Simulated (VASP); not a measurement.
```
CSi
1.0
    1.53719    -2.66249     0.00000
    1.53719     2.66249     0.00000
    0.00000     0.00000     5.04708
Si C
2 2
Cartesian
  1.53719  -0.88750   2.52154
  1.53719   0.88750   5.04508
  1.53719  -0.88750   4.41820
  1.53719   0.88750   1.89466
```

Calculation: r2SCAN meta-GGA, VASP's PBE PAW potentials (set 64) (plane waves; VASP 6.6.1). Numerical set-up: 600 eV cut-off, 8×8×4 Γ-centred mesh, Gaussian smearing of 0.050 eV, potentials Si C.

**Question.** Estimate the energy per atom (σ→0).

**Answer.** 
| Property | Result |
|---|---|
| energy per atom (σ→0) | -9.660 eV/atom |

The absolute energy has meaning only against runs of the same code, potentials and settings.

The compound is SiC in the wurtzite structure, the rare 2H polytype. It was relaxed first.
